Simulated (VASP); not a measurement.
All values below come from MS2 meta-GGA, VASP's PBE PAW potentials (set 64) (plane waves; VASP).

Input for VASP

**KPOINTS**
```
Automatic mesh
0
Gamma
  8 8 4
0 0 0
```

**POSCAR**
```
ZnO
1
    1.6069959644    -2.7833990899     0.0000000000
    1.6069959644     2.7833990899     0.0000000000
    0.0000000000     0.0000000000     5.1629044613
Zn O
2 2
Direct
  0.6666670000   0.3333330000   0.4998817050
  0.3333330000   0.6666670000   0.9998817050
  0.6666670000   0.3333330000   0.8821182950
  0.3333330000   0.6666670000   0.3821182950
```

**INCAR**
```
SYSTEM = ZnO
PREC = Accurate; ENCUT = 520; LREAL = .FALSE.
LASPH = .TRUE.
EDIFF = 1E-7; NELM = 100; ALGO = Normal
LMAXMIX = 4; LMIXTAU = .TRUE.
ISMEAR = 0; SIGMA = 0.05
METAGGA = MS2
IBRION = 2; NSW = 30; ISIF = 4
EDIFFG = -0.01
LWAVE = .FALSE.; LCHARG = .FALSE.
```

POTCAR, in this order: Zn O (PBE.64 set). Program: vasp_std.

The run wrote:

### OUTCAR
```
 ion  position               nearest neighbor table
   1  0.667  0.333  0.500-   4 1.95   4 1.95   4 1.95   3 1.97
   2  0.333  0.667  1.000-   3 1.95   3 1.95   3 1.95   4 1.97
   3  0.667  0.333  0.882-   2 1.95   2 1.95   2 1.95   1 1.97
   4  0.333  0.667  0.382-   1 1.95   1 1.95   1 1.95   2 1.97
  LATTYP: Found a hexagonal cell.
 ALAT       =     3.2139923029
 C/A-ratio  =     1.6063835799
 Subroutine PRICEL returns:
 Original cell was already a primitive cell.
 Subroutine GETGRP returns: Found 12 space group operations
The static configuration has the point symmetry C_3v.
 The point group associated with its full space group is C_6v.
The dynamic configuration has the point symmetry C_3v.
 Subroutine INISYM returns: Found 12 space group operations
 Subroutine IBZKPT returns following result:
 Found     30 irreducible k-points:

 Following reciprocal coordinates:
            Coordinates               Weight
  0.000000  0.000000  0.000000      1.000000
  0.125000  0.000000  0.000000      6.000000
  0.250000  0.000000  0.000000      6.000000
  0.375000  0.000000  0.000000      6.000000
  0.500000  0.000000  0.000000      3.000000
  0.125000  0.125000  0.000000      6.000000
  0.250000  0.125000  0.000000     12.000000
  0.375000  0.125000  0.000000     12.000000
  0.250000  0.250000  0.000000      6.000000
  0.375000  0.250000  0.000000      6.000000
  0.000000  0.000000  0.250000      2.000000
  0.125000  0.000000  0.250000     12.000000
  0.250000  0.000000  0.250000     12.000000
  0.375000  0.000000  0.250000     12.000000
  0.500000  0.000000  0.250000      6.000000
  0.125000  0.125000  0.250000     12.000000
  0.250000  0.125000  0.250000     24.000000
  0.375000  0.125000  0.250000     24.000000
  0.250000  0.250000  0.250000     12.000000
  0.375000  0.250000  0.250000     12.000000
...
```

OSZICAR:
```
...
DAV:  14    -0.253786704819E+02   -0.75669E-03   -0.41666E-04  1356   0.214E-01    0.267E-02
DAV:  15    -0.253786236358E+02    0.46846E-04   -0.61392E-05  1848   0.142E-01    0.123E-02
DAV:  16    -0.253786097972E+02    0.13839E-04   -0.32345E-05  1600   0.961E-02    0.219E-03
DAV:  17    -0.253786189956E+02   -0.91984E-05   -0.11298E-05  1434   0.311E-02    0.331E-03
DAV:  18    -0.253786049322E+02    0.14063E-04   -0.47392E-07  1338   0.166E-02    0.297E-03
DAV:  19    -0.253786083722E+02   -0.34400E-05   -0.10154E-06  1626   0.124E-02    0.546E-04
DAV:  20    -0.253786003800E+02    0.79922E-05   -0.58906E-08   666   0.320E-03    0.336E-04
DAV:  21    -0.253786016770E+02   -0.12971E-05   -0.11097E-08   660   0.133E-03    0.173E-04
DAV:  22    -0.253785985920E+02    0.30851E-05   -0.66584E-09   660   0.119E-03    0.171E-04
DAV:  23    -0.253785995344E+02   -0.94244E-06   -0.20388E-09   660   0.134E-03    0.437E-05
DAV:  24    -0.253785991437E+02    0.39075E-06   -0.91111E-10   660   0.305E-04    0.618E-05
DAV:  25    -0.253785993837E+02   -0.24006E-06   -0.19828E-10   660   0.152E-04    0.392E-05
DAV:  26    -0.253785995035E+02   -0.11977E-06   -0.68292E-11   660   0.961E-05    0.315E-05
DAV:  27    -0.253785994547E+02    0.48838E-07   -0.19711E-11   660   0.107E-04
   1 F= -.25378599E+02 E0= -.25378599E+02  d E =-.253786E+02
       N       E                     dE             d eps       ncg     rms          rms(c)
DAV:   1    -0.253785441210E+02    0.55382E-04   -0.11890E-01  1320   0.279E+00    0.102E-01
DAV:   2    -0.253790176602E+02   -0.47354E-03   -0.45629E-03  1320   0.613E-01    0.599E-02
DAV:   3    -0.253790589690E+02   -0.41309E-04   -0.17854E-04  1332   0.135E-01    0.361E-02
DAV:   4    -0.253790929856E+02   -0.34017E-04   -0.55454E-05  1422   0.872E-02    0.325E-03
DAV:   5    -0.253790562352E+02    0.36750E-04   -0.43119E-05  1320   0.686E-02    0.297E-03
DAV:   6    -0.253790713959E+02   -0.15161E-04   -0.21918E-06  1464   0.177E-02    0.170E-03
DAV:   7    -0.253790649203E+02    0.64756E-05   -0.41421E-07  1344   0.716E-03    0.404E-04
DAV:   8    -0.253790700358E+02   -0.51155E-05   -0.10188E-07   840   0.414E-03    0.161E-04
DAV:   9    -0.253790689058E+02    0.11300E-05   -0.15291E-08   660   0.171E-03    0.142E-04
DAV:  10    -0.253790686271E+02    0.27875E-06   -0.21594E-09   660   0.670E-04    0.100E-04
DAV:  11    -0.253790691103E+02   -0.48326E-06   -0.79985E-10   660   0.367E-04    0.592E-05
DAV:  12    -0.253790688818E+02    0.22848E-06   -0.33114E-10   660   0.224E-04    0.396E-05
DAV:  13    -0.253790689683E+02   -0.86444E-07   -0.47136E-11   660   0.966E-05
   2 F= -.25379069E+02 E0= -.25379069E+02  d E =-.469514E-03
       N       E                     dE             d eps       ncg     rms          rms(c)
DAV:   1    -0.253751448164E+02    0.39241E-02   -0.10735E+00  1320   0.838E+00    0.309E-01
DAV:   2    -0.253790836852E+02   -0.39389E-02   -0.41303E-02  1320   0.185E+00    0.180E-01
DAV:   3    -0.253795745571E+02   -0.49087E-03   -0.16660E-03  1332   0.424E-01    0.109E-01
DAV:   4    -0.253795296409E+02    0.44916E-04   -0.50734E-04  1422   0.261E-01    0.102E-02
DAV:   5    -0.253794598926E+02    0.69748E-04   -0.40259E-04  1320   0.210E-01    0.906E-03
DAV:   6    -0.253795019255E+02   -0.42033E-04   -0.21557E-05  1464   0.552E-02    0.518E-03
DAV:   7    -0.253794765627E+02    0.25363E-04   -0.36643E-06  1416   0.239E-02    0.235E-03
DAV:   8    -0.253794980781E+02   -0.21515E-04   -0.23521E-06  1320   0.187E-02    0.595E-04
DAV:   9    -0.253794923729E+02    0.57052E-05   -0.26312E-07  1320   0.526E-03    0.483E-04
DAV:  10    -0.253794923524E+02    0.20533E-07   -0.14656E-08   666   0.148E-03
   3 F= -.25379492E+02 E0= -.25379492E+02  d E =-.892898E-03
       N       E                     dE             d eps       ncg     rms          rms(c)
DAV:   1    -0.253791125284E+02    0.37984E-03   -0.11118E-01  1320   0.270E+00    0.992E-02
DAV:   2    -0.253795038916E+02   -0.39136E-03   -0.42557E-03  1320   0.591E-01    0.584E-02
DAV:   3    -0.253795806248E+02   -0.76733E-04   -0.16006E-04  1332   0.127E-01    0.353E-02
DAV:   4    -0.253795364180E+02    0.44207E-04   -0.51439E-05  1422   0.844E-02    0.335E-03
DAV:   5    -0.253795777397E+02   -0.41322E-04   -0.37522E-05  1320   0.647E-02    0.281E-03
DAV:   6    -0.253795610850E+02    0.16655E-04   -0.25192E-06  1458   0.192E-02    0.143E-03
DAV:   7    -0.253795686644E+02   -0.75795E-05   -0.33828E-07  1352   0.709E-03    0.676E-04
DAV:   8    -0.253795646459E+02    0.40186E-05   -0.12559E-07   840   0.414E-03    0.221E-04
DAV:   9    -0.253795666855E+02   -0.20396E-05   -0.24187E-08   660   0.240E-03    0.163E-04
DAV:  10    -0.253795668074E+02   -0.12191E-06   -0.41648E-09   660   0.923E-04    0.104E-04
DAV:  11    -0.253795671904E+02   -0.38299E-06   -0.20735E-09   660   0.730E-04    0.558E-05
DAV:  12    -0.253795674872E+02   -0.29680E-06   -0.14143E-09   660   0.502E-04    0.480E-05
DAV:  13    -0.253795673599E+02    0.12734E-06   -0.21318E-10   660   0.190E-04    0.336E-05
DAV:  14    -0.253795673914E+02   -0.31585E-07   -0.34071E-11   660   0.784E-05
   4 F= -.25379567E+02 E0= -.25379567E+02  d E =-.967937E-03
       N       E                     dE             d eps       ncg     rms          rms(c)
DAV:   1    -0.253808327042E+02   -0.12653E-02   -0.70761E-02  1320   0.226E+00    0.235E-01
DAV:   2    -0.253800813956E+02    0.75131E-03   -0.25063E-03  1530   0.845E-01    0.141E-01
DAV:   3    -0.253795153444E+02    0.56605E-03   -0.98485E-04  1590   0.518E-01    0.172E-02
DAV:   4    -0.253798324943E+02   -0.31715E-03   -0.48406E-04  1320   0.225E-01    0.945E-03
DAV:   5    -0.253797587316E+02    0.73763E-04   -0.58099E-05  1320   0.810E-02    0.517E-03
DAV:   6    -0.253798285990E+02   -0.69867E-04   -0.48452E-06  1430   0.263E-02    0.122E-03
DAV:   7    -0.253797713381E+02    0.57261E-04   -0.23080E-06  1462   0.192E-02    0.823E-04
DAV:   8    -0.253797914013E+02   -0.20063E-04   -0.33966E-07  1268   0.744E-03    0.523E-04
DAV:   9    -0.253797828832E+02    0.85181E-05   -0.43795E-08   708   0.322E-03    0.377E-04
DAV:  10    -0.253797863090E+02   -0.34258E-05   -0.10347E-08   660   0.133E-03    0.150E-04
DAV:  11    -0.253797876891E+02   -0.13801E-05   -0.87130E-09   660   0.103E-03    0.684E-05
DAV:  12    -0.253797890041E+02   -0.13150E-05   -0.42299E-09   660   0.739E-04    0.402E-05
DAV:  13    -0.253797892474E+02   -0.24331E-06   -0.69078E-10   660   0.275E-04    0.363E-05
DAV:  14    -0.253797893155E+02   -0.68063E-07   -0.11158E-10   660   0.119E-04
   5 F= -.25379789E+02 E0= -.25379789E+02  d E =-.221924E-03
       N       E                     dE             d eps       ncg     rms          rms(c)
DAV:   1    -0.253801862280E+02   -0.39698E-03   -0.28066E-02  1320   0.142E+00    0.148E-01
DAV:   2    -0.253798978823E+02    0.28835E-03   -0.99401E-04  1530   0.533E-01    0.891E-02
DAV:   3    -0.253796364113E+02    0.26147E-03   -0.39127E-04  1574   0.326E-01    0.109E-02
DAV:   4    -0.253798042709E+02   -0.16786E-03   -0.19357E-04  1320   0.142E-01    0.597E-03
DAV:   5    -0.253797517880E+02    0.52483E-04   -0.22540E-05  1344   0.505E-02    0.327E-03
DAV:   6    -0.253797956648E+02   -0.43877E-04   -0.19178E-06  1406   0.165E-02    0.769E-04
DAV:   7    -0.253797591259E+02    0.36539E-04   -0.93681E-07  1462   0.122E-02    0.519E-04
DAV:   8    -0.253797719202E+02   -0.12794E-04   -0.13250E-07   858   0.476E-03    0.330E-04
DAV:   9    -0.253797664853E+02    0.54349E-05   -0.19984E-08   666   0.221E-03    0.237E-04
DAV:  10    -0.253797687433E+02   -0.22580E-05   -0.47493E-09   660   0.881E-04    0.956E-05
DAV:  11    -0.253797696138E+02   -0.87055E-06   -0.35356E-09   660   0.683E-04    0.481E-05
DAV:  12    -0.253797701919E+02   -0.57804E-06   -0.12095E-09   660   0.398E-04    0.416E-05
DAV:  13    -0.253797705336E+02   -0.34173E-06   -0.31887E-10   660   0.287E-04    0.316E-05
DAV:  14    -0.253797704944E+02    0.39192E-07   -0.87296E-11   660   0.143E-04
   6 F= -.25379770E+02 E0= -.25379770E+02  d E =-.203103E-03
```

OUTCAR:
```
------------------------ aborting loop because EDIFF is reached ----------------------------------------
  FORCE on cell =-STRESS in cart. coord.  units (eV):
  Direction    XX          YY          ZZ          XY          YZ          ZX
  --------------------------------------------------------------------------------------
  Total        1.0906359      1.0906363      1.0587572      0.0000000      0.0000000      0.0000000
  in kB       37.8334567     37.8334702     36.7276033      0.0000000      0.0000000      0.0000000
  external PRESSURE =      37.4648434 kB  Pullay stress =       0.0000000 kB
  volume of cell :       46.19
      direct lattice vectors                 reciprocal lattice vectors
     1.603403466 -2.777176764 -0.000000000     0.311836672 -0.180038954  0.000000000
     1.603403466  2.777176764  0.000000000     0.311836672  0.180038954  0.000000000
    -0.000000000  0.000000000  5.186065702     0.000000000 -0.000000000  0.192824399
  FREE ENERGIE OF THE ION-ELECTRON SYSTEM (eV)
  ---------------------------------------------------
  free  energy   TOTEN  =       -25.3797704944 eV

  energy  without entropy=      -25.3797704944  energy(sigma->0) =      -25.37977049

 reached required accuracy - stopping structural energy minimisation
```
(Selected blocks of OUTCAR.)

File CONTCAR:
```
ZnO
   1.00000000000000
     1.6034034660998340   -2.7771767641570682   -0.0000000000000000
     1.6034034660998340    2.7771767641570682    0.0000000000000000
    -0.0000000000000000    0.0000000000000000    5.1860657022302732
  Zn              O
     2     2
Direct
     0.6666669999999968    0.3333330000000032    0.5016140356548734
     0.3333330000000032    0.6666669999999968    0.0016140356548735
     0.6666669999999968    0.3333330000000032    0.8803859643451245
     0.3333330000000032    0.6666669999999968    0.3803859643451245
```

**OUTCAR**
```
 val. band max:        1.2468667293   @ k =   0.0000   0.0000   0.0000

 cond. band min:       2.0191840158   @ k =   0.0000   0.0000   0.0000


 Fermi energy:         1.5498542602

 k-point     1 :       0.0000    0.0000    0.0000
  band No.  band energies     occupation
      1     -18.3204      2.00000
      2     -17.6323      2.00000
      3      -4.7447      2.00000
      4      -4.6116      2.00000
      5      -4.6115      2.00000
      6      -4.5627      2.00000
      7      -4.4023      2.00000
      8      -4.4022      2.00000
      9      -3.2475      2.00000
     10      -3.2474      2.00000
     11      -3.0226      2.00000
     12      -3.0225      2.00000
     13      -2.7607      2.00000
     14       0.4068      2.00000
     15       0.4068      2.00000
     16       1.1388      2.00000
     17       1.2468      2.00000
     18       1.2469      2.00000
     19       2.0192      0.00000
     20       6.7419      0.00000
     21       9.6941      0.00000
     22      14.6377      0.00000

 k-point     2 :       0.1250    0.0000    0.0000
  band No.  band energies     occupation
      1     -18.2382      2.00000
      2     -17.5955      2.00000
      3      -4.7369      2.00000
      4      -4.5936      2.00000
      5      -4.5600      2.00000
      6      -4.5136      2.00000
      7      -4.4060      2.00000
      8      -4.3286      2.00000
      9      -3.2870      2.00000
     10      -3.2514      2.00000
     11      -3.0148      2.00000
     12      -2.9716      2.00000
     13      -2.7779      2.00000
     14      -0.1570      2.00000
     15       0.1928      2.00000
     16       0.4287      2.00000
     17       1.0302      2.00000
     18       1.1293      2.00000
     19       3.0725      0.00000
     20       7.4013      0.00000
     21       9.6731      0.00000
     22      13.1257      0.00000

 k-point     3 :       0.2500    0.0000    0.0000
  band No.  band energies     occupation
      1     -18.0272      2.00000
...
```

The compound is ZnO in the wurtzite structure. This cell is one point of a volume scan, at 0.97 of the reference volume. Symmetry was kept, so distortions that lower it aren't found.
